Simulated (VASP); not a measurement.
Method: PBE GGA, VASP's PBE PAW potentials (set 64) (plane waves; VASP).

The input files of a VASP run:

**INCAR**
```
# general
SYSTEM =TaSi
PREC   =Accurate
ENCUT  =400
LREAL  =.FALSE.   # projection in real space or not
LASPH  =.TRUE.   # aspherical one-centre terms
ICHARG =11

# electronic loop
EDIFF  =1E-7   # SCF stop (eV)
NELM   =100   # most electronic steps
ALGO   =Normal
LMAXMIX=6

# smearing
ISMEAR =0   # Gaussian
SIGMA  =0.05

# functional
GGA    =PE   # PBE

# output
LWAVE  =.FALSE.
LCHARG =.FALSE.
LORBIT =11   # lm-projected
```

### KPOINTS
```
k-points along high-symmetry lines
15
Line-mode
Reciprocal
  0.000000   0.000000   0.000000 ! GAMMA
  0.500000   0.000000   0.500000 ! X

  0.500000   0.000000   0.500000 ! X
  0.625000   0.250000   0.625000 ! U

  0.375000   0.375000   0.750000 ! K
  0.000000   0.000000   0.000000 ! GAMMA

  0.000000   0.000000   0.000000 ! GAMMA
  0.500000   0.500000   0.500000 ! L

  0.500000   0.500000   0.500000 ! L
  0.500000   0.250000   0.750000 ! W

  0.500000   0.250000   0.750000 ! W
  0.500000   0.000000   0.500000 ! X
```

POSCAR:
```
TaSi
1
   -0.0000000000     2.5761513597     2.5761513597
    2.5761513597    -0.0000000000     2.5761513597
    2.5761513597     2.5761513597    -0.0000000000
Ta Si
1 1
Direct
  0.0000000000   0.0000000000   0.0000000000
  0.5000000000   0.5000000000   0.5000000000
```

POTCAR, in this order: Ta_pv Si (PBE.64 set). Program: vasp_std. Read from the step before: CHGCAR.

Output of the run:

OSZICAR:
```
       N       E                     dE             d eps       ncg     rms          rms(c)
DAV:   1     0.607594001066E+02    0.60759E+02   -0.69836E+03  1988   0.101E+03
DAV:   2    -0.135312800248E+02   -0.74291E+02   -0.71219E+02  2301   0.250E+02
DAV:   3    -0.154753056605E+02   -0.19440E+01   -0.17723E+01  2557   0.355E+01
DAV:   4    -0.155123305114E+02   -0.37025E-01   -0.36123E-01  2501   0.421E+00
DAV:   5    -0.155130837087E+02   -0.75320E-03   -0.75303E-03  2588   0.458E-01
DAV:   6    -0.155131006255E+02   -0.16917E-04   -0.16916E-04  2638   0.532E-02
DAV:   7    -0.155131008774E+02   -0.25188E-06   -0.25135E-06  2636   0.640E-03
DAV:   8    -0.155131008853E+02   -0.79058E-08   -0.79332E-08  1903   0.856E-04
   1 F= -.15513101E+02 E0= -.15512037E+02  d E =-.212717E-02
```

### OUTCAR
```
 val. band max:        6.9087258757   @ k =   0.5179   0.0357   0.5179

 cond. band min:       6.9174293685   @ k =   0.5268   0.0536   0.5268



 k-point     1 :       0.0000    0.0000    0.0000
  band No.  band energies     occupation
      1     -27.6205      2.00000
      2     -27.6205      2.00000
      3     -27.6205      2.00000
      4      -4.1442      2.00000
      5       6.1120      2.00000
      6       6.1120      2.00000
      7       6.1120      2.00000
      8       6.7598      1.99998
      9       6.7598      1.99998
     10       9.6485      0.00000
     11       9.6485      0.00000

 k-point     2 :       0.0357    0.0000    0.0357
  band No.  band energies     occupation
      1     -27.6224      2.00000
      2     -27.6212      2.00000
      3     -27.6212      2.00000
      4      -4.1095      2.00000
      5       6.0751      2.00000
      6       6.1051      2.00000
      7       6.1051      2.00000
      8       6.5845      2.00000
      9       6.7729      1.99990
     10       9.6964      0.00000
     11       9.6991      0.00000

 k-point     3 :       0.0714    0.0000    0.0714
  band No.  band energies     occupation
      1     -27.6280      2.00000
      2     -27.6233      2.00000
      3     -27.6233      2.00000
      4      -4.0065      2.00000
      5       5.9690      2.00000
      6       6.0882      2.00000
      7       6.0882      2.00000
      8       6.1491      2.00000
      9       6.8117      1.99495
     10       9.8332      0.00000
     11       9.8332      0.00000

 k-point     4 :       0.1071    0.0000    0.1071
  band No.  band energies     occupation
      1     -27.6368      2.00000
      2     -27.6266      2.00000
      3     -27.6266      2.00000
      4      -3.8382      2.00000
      5       5.5952      2.00000
      6       5.8061      2.00000
      7       6.0705      2.00000
      8       6.0705      2.00000
      9       6.8751      1.68823
     10      10.0400      0.00000
...
```

The density is held fixed in this step, so its total energy and stress have no physical meaning. Unless said otherwise, spin-orbit coupling is left out, though it shifts the bands of the heavy elements here.

The structure was generated: TaSi was put into the rock salt type (Fm-3m), which need not be its known phase. It was relaxed first, which changed the volume by -39 %. The electron count is odd and the run is not spin-polarised, which forces a metal.
